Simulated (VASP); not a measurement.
An input for Ansatz (written as the equivalent of a VASP run, and not itself run):

Ansatz 0.2 input:
```yaml
crystal:
  lattice:
    - [0.0000000, 3.1654000, 3.1654000]
    - [3.1654000, 0.0000000, 3.1654000]
    - [3.1654000, 3.1654000, 0.0000000]
  atoms:
    - { symbol: Te, position: [0.5000000, 0.5000000, 0.5000000] }
    - { symbol: Pb, position: [0.0000000, 0.0000000, 0.0000000] }
kpoints:
  mp_grid: { grid: [9, 9, 9] }
hamiltonian:
  xc: pbe
  pseudopotentials: { kind: paw }
scf:
  occupations: { method: fermi_dirac, width: 0.01 }
  max_iter: 100
output: { forces: true, stress: true, eigenvalues: true }
```

### Question
Write the VASP files for the same calculation (PBE).

### Answer
One answer among several that fit: 
File POSCAR:
```
PbTe
1
    0.0000000000     3.1654000000     3.1654000000
    3.1654000000     0.0000000000     3.1654000000
    3.1654000000     3.1654000000     0.0000000000
Te Pb
1 1
Direct
  0.5000000000   0.5000000000   0.5000000000
  0.0000000000   0.0000000000   0.0000000000
```

File KPOINTS:
```
Automatic
0
G
 9 9 9
```

**INCAR**
```
ALGO = Normal
EDIFF = 1E-6
ENCUT = 300
GGA = PE
ISIF = 2
ISMEAR = -1
LASPH = .TRUE.
LCHARG = .FALSE.
LMAXMIX = 4
LREAL = .FALSE.
LWAVE = .FALSE.
NELM = 100
PREC = Accurate
SIGMA = 0.01
SYSTEM = PbTe
```

POTCAR, in this order: Te Pb_d (PBE.64 set). Program: vasp_std.

What does not carry over: each code has its own PAW files, so the cut-off isn't converted (ENCUT is set for VASP's; basis.ecutwfc is left out, and Ansatz then takes the one that its files recommend); Ansatz stops its SCF on the density residual and VASP on the energy change (EDIFF).

The structure is a typed PbTe crystal (Fm-3m). The cell was not relaxed at this level, and its volume differs by -5.9 % from the start's.
